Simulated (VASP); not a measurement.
Data:

```
PtSe2
1.0
    3.60789     0.00000     0.00000
   -1.80394     3.12452     0.00000
    0.00000     0.00000    16.98204
Pt Se
1 2
Direct
  0.00000   0.00000   0.50000
  0.33333   0.66667   0.58780
  0.66667   0.33333   0.41220
```

The numbers are results of PBE GGA, VASP's PBE PAW potentials (set 64) (plane waves; VASP), not measurements. Settings: 300 eV cut-off, 7×7×1 Γ-centred mesh, Gaussian smearing of 0.10 eV, potentials Pt Se.

At this cut-off the stress carries a Pulay error, which pulls relaxed volumes low. The cell holds a wide vacuum, so values per volume refer to the whole cell.

Task: Which forces act on the atoms, in eV/Å?

Result: 
```json
[
 {"atom": "Pt1", "Fx": "0.000", "Fy": "0.000", "Fz": "0.000"},
 {"atom": "Se2", "Fx": "0.000", "Fy": "0.000", "Fz": "-1.105"},
 {"atom": "Se3", "Fx": "0.000", "Fy": "0.000", "Fz": "1.105"}
]
```

Task: Give the stress tensor in GPa (positive for a compressed cell).

Result: 
```
 0.17   0.00   0.00
 0.00   0.17   0.00
 0.00   0.00  -2.82
```
The pressure is its mean diagonal, -0.83 GPa.

The cell is a sheet with vacuum, built from a generated structure.
